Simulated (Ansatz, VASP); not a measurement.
# Sn in two plane-wave programs, part 2 of 2

One calculation is typed for both programs; each brings its own data sets. How far apart do they land? Of the first pair: The cell is taken from a series of runs on this material, whose earlier steps may have relaxed, scaled, displaced or heated it; both programs get it as it stands.

VASP 6.6.1 and Ansatz 0.2.0.

So far: Starting point; VASP: relaxation of cell and atoms, RPBE, pair 1; Ansatz: relaxation of cell and atoms, RPBE, pair 1; Comparison.

## (5) Ansatz: relaxation of cell and atoms, RPBE, pair 2

Level of this step: Ansatz beside VASP: Kohn-Sham DFT, plane waves, RPBE (Ansatz).

The relaxed volume is the usual yardstick between codes: in a stiff, nearly cubic crystal its relative difference is about their pressure difference at one cell divided by the bulk modulus. Its start cell is another than that of the pair before, and may be another structure of the material.

The two relaxations start from unlike cells of this crystal (the structure described is Ansatz's start), so only their ends are compared.

input.yaml reads:

```yaml
crystal:
  lattice:
    - [0.0, 3.2333428, 3.2333428]
    - [3.2333428, 0.0, 3.2333428]
    - [3.2333428, 3.2333428, 0.0]
  atoms:
    - { symbol: Sn, position: [0.0, 0.0, 0.0] }
    - { symbol: Sn, position: [0.25, 0.25, 0.25] }
kpoints:
  mp_grid: { grid: [14, 14, 14] }
hamiltonian:
  xc: rpbe
scf:
  occupations: { method: gaussian, width: 0.1 }
output:
  forces: true
  stress: true
  eigenvalues: true
  write_density: true
  write_potential: true
  elf: true
  volumetric_format: npy
relax:
  adjacent_minimum: "off"
  f_tol: 0.005
  max_steps: 80
  cell: { stress_tol: 0.05 }
```

Run with:

```bash
> ansatz run input.yaml --threads 4 --pin off --max-ram 14336MiB --backend cpu --events-out ev --progress --plain --runs-dir out
```

Numbers of over 12 decimals in the logs are rounded to 6 here.

The log of the run:

```text
[...]
Crystal: 2 atoms, lattice volume = 67.606 Å³
Basis set: ecut = 420 eV, 1363 PW (Γ), exchange–correlation on 64×64×64 points (8 copies of the dense FFT grid, shifted against one another)
Bands: 18, of which v1, the nominal top of the filled ones, is band 14 counted from 1 (13 counted from 0)
Symmetry: 48 space group operations
[...]
k-points: 104 of 2744
[...]
k-point 103: bands = [... 10 lower, -0.4745, -0.4745, 4.0623, 4.0623, 9.5035, 9.5035, 10.9928, 10.9928]
--- Relaxed structure (4 steps of the walk, 4 accepted, 1 SCFs on fresh bases) ---
[...]
cell:  # Å, volume = 76.2879 Å³
    - [0, 3.366215, 3.366215]
    - [3.366215, 0, 3.366215]
    - [3.366215, 3.366215, 0]
  atoms:
    - { symbol: Sn, position: [0, 0, 0] }
    - { symbol: Sn, position: [0.250000, 0.250000, 0.250000] }
[key lines of the parts left out:]
SCF converged after 7 iterations
Free energy (F): -12065.607842 eV
Fermi energy:    6.624953 eV
P = ⅓ Tr σ = -0.0060 GPa (-0.060 kbar)
```

## (6) VASP: relaxation of cell and atoms, RPBE, pair 2

Its own start cell and the same functional, mesh and smearing now go to VASP, with its own data sets.

INCAR reads:

```
SYSTEM = Sn
PREC = Accurate
ENCUT = 500
EDIFF = 1E-07
NELM = 120
ISMEAR = 0
SIGMA = 0.1
LREAL = .FALSE.
ALGO = Normal
GGA = RP
NBANDS = 20
LORBIT = 11
LWAVE = .FALSE.
LCHARG = .FALSE.
ISIF = 3
IBRION = 2
NSW = 80
EDIFFG = -0.005
LASPH = .TRUE.
GGA_COMPAT = .FALSE.
NELMIN = 4
KPAR = 2
```

POSCAR reads:

```
Sn
1.0
    0.0000000000      3.3662266553      3.3662266553
    3.3662266553      0.0000000000      3.3662266553
    3.3662266553      3.3662266553      0.0000000000
Sn
2
Direct
    0.0000000000      0.0000000000      0.0000000000
    0.2499999227      0.2499999227      0.2499999227
```

KPOINTS reads:

```
Automatic mesh
0
Gamma
14 14 14
0 0 0
```

PAW data sets: Sn_d (PBE family, release 64).

Run with:

```bash
> mpirun -np 2 vasp_std
```

The log of the run:

```text
[banner, memory and clock lines left out]
running    2 mpi-ranks, on    1 nodes
[...]
[... a notice as in an earlier step ...]

 LDA part: xc-table for (Slater+PW92), standard interpolation
 POSCAR, INCAR and KPOINTS ok, starting setup
[...]
entering main loop
       N       E                     dE             d eps       ncg     rms          rms(c)
DAV:   1     0.219499337712E+03    0.21950E+03   -0.14449E+04  4192   0.186E+03
DAV:   2     0.161879581804E+02   -0.20331E+03   -0.19964E+03  4176   0.436E+02
DAV:   3    -0.624774917784E+01   -0.22436E+02   -0.22287E+02  4704   0.141E+02
DAV:   4    -0.700372871501E+01   -0.75598E+00   -0.75552E+00  4704   0.287E+01
[...]
DAV:  12    -0.703933583024E+01    0.22536E-06   -0.11971E-06  3888   0.856E-03    0.126E-03
DAV:  13    -0.703933594491E+01   -0.11468E-06   -0.24867E-07  3656   0.357E-03    0.395E-04
DAV:  14    -0.703933589598E+01    0.48935E-07   -0.70284E-08  3660   0.269E-03
   1 F= -.70393359E+01 E0= -.70388669E+01  d E =-.703934E+01
[...]
N       E                     dE             d eps       ncg     rms          rms(c)
DAV:   1    -0.703960949180E+01   -0.27355E-03   -0.56992E-03  4796   0.119E+00    0.867E-02
DAV:   2    -0.703939149045E+01    0.21800E-03   -0.35793E-04  5188   0.300E-01    0.393E-02
DAV:   3    -0.703934255306E+01    0.48937E-04   -0.14871E-04  5560   0.184E-01    0.540E-03
DAV:   4    -0.703934360573E+01   -0.10527E-05   -0.61495E-06  4748   0.297E-02    0.159E-03
DAV:   5    -0.703934421889E+01   -0.61316E-06   -0.31224E-07  4644   0.568E-03    0.769E-04
DAV:   6    -0.703934448816E+01   -0.26927E-06   -0.11392E-07  3364   0.447E-03    0.503E-04
DAV:   7    -0.703934457928E+01   -0.91116E-07   -0.12275E-08  2300   0.150E-03
   2 F= -.70393446E+01 E0= -.70388756E+01  d E =-.868330E-05
 trial-energy change:   -0.000009  1 .order   -0.000006   -0.000012   -0.000001
 step:   1.0274(harm=  1.0601)  dis= 0.00000  next Energy=    -7.039345 (dE=-0.869E-05)
 reached required accuracy - stopping structural energy minimisation
```

From OUTCAR (step 6):

```text
  Total       -0.0007367     -0.0007367     -0.0007367      0.0000000      0.0000000      0.0000000
  in kB       -0.0154858     -0.0154858     -0.0154858      0.0000000      0.0000000      0.0000000
  external PRESSURE =      -0.0154858 kB  Pullay stress =       0.0000000 kB

 POSITION                                       TOTAL-FORCE (eV/Angst)
 -----------------------------------------------------------------------------------
      3.36517      3.36517      6.73034        -0.000000     -0.000000     -0.000000
      1.68259      1.68259      1.68259         0.000000      0.000000      0.000000
 -----------------------------------------------------------------------------------
    total drift:                                0.000278      0.000278      0.000278

  FREE ENERGIE OF THE ION-ELECTRON SYSTEM (eV)
  ---------------------------------------------------
  free  energy   TOTEN  =        -7.0393445793 eV

  energy  without entropy=       -7.0384066510  energy(sigma->0) =       -7.03887562

[... 2 parts as in an earlier step ...]

[... 2 further parts left out ...]
[key lines of the parts left out:]
E-fermi :   4.6700
```

## (7) Differences

Compared:

```
                                         quantity  Ansatz   VASP  difference
                                      volume (Å³)   76.29  76.22     +0.09 %
edge a after relaxation, in the typed setting (Å)   4.761  4.759     +0.03 %
```

## (8) Summary of results

* difference in volume (relaxation of cell and atoms, RPBE, pair 1): 0.093 %
* difference in volume (relaxation of cell and atoms, RPBE, pair 2): 0.093 %

**Reading.** The difference in volume is 0.093 % (relaxation of cell and atoms, RPBE, pair 1), within the 1.2 % picked in this series as the mark of a large difference, as far as the stopping tolerances let one tell. How closely two codes agree says nothing of how well the functional describes the real material.

[Lines on the potential files, build, host, timing and source positions are cut from VASP's logs without a mark.]

[Logs are printed without paths, hosts, clocks, repeated set-up lines and the standing remarks that a program may print on its own settings, such as how far it seeks lower states.]

[Hosts, paths, dates, database ids (printed as entryN), source tags and the programs' standing remarks are cut or masked in the printed files.]
